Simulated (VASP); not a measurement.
A convergence study with VASP on Ga (space group no. 64 when undisturbed): a few settings are varied, all else stays as given below, so the limit is that of these other settings. One atom is moved off its site, so that forces are finite.

```
CELL_PARAMETERS angstrom
      2.24870    -3.81085     0.00000
      2.24870     3.81085     0.00000
      0.00000     0.00000     4.50735
ATOMIC_POSITIONS crystal
  Ga 0.15490 0.84510 0.93009
  Ga 0.34510 0.65490 0.41900
  Ga 0.65490 0.34510 0.58100
  Ga 0.84510 0.15490 0.08100
```

Calculation: PBEsol GGA, VASP's PBE PAW potentials (set 64) (plane waves; VASP). The last row used: 300 eV cut-off, 9×9×7 Γ-centred mesh, Gaussian smearing of 0.10 eV, potentials Ga_d.

```
setting        E (eV/atom)  pressure (GPa)  largest force (eV/Å)  irreducible k-points
-------------  -----------  --------------  --------------------  --------------------
EDIFF = 1E-01      -3.3492           21.46                 0.276                   160
EDIFF = 1E-02      -3.3489            0.21                 0.305                   160
EDIFF = 1E-03      -3.3489           -1.41                 0.309                   160
EDIFF = 1E-04      -3.3489           -1.23                 0.308                   160
EDIFF = 1E-05      -3.3490           -0.58                 0.301                   160
EDIFF = 1E-06      -3.3490           -0.91                 0.301                   160
EDIFF = 1E-07      -3.3490           -0.76                 0.301                   160
EDIFF = 1E-08      -3.3490           -0.80                 0.301                   160
EDIFF = 1E-10      -3.3490           -0.79                 0.301                   160
```

Left out are rungs that failed or repeat a setting and relaxations that didn't move; long series are thinned to 24 rows.

The structure is a typed Ga crystal (space group no. 64). The cell was not relaxed at this level, it is distorted from the ideal structure.
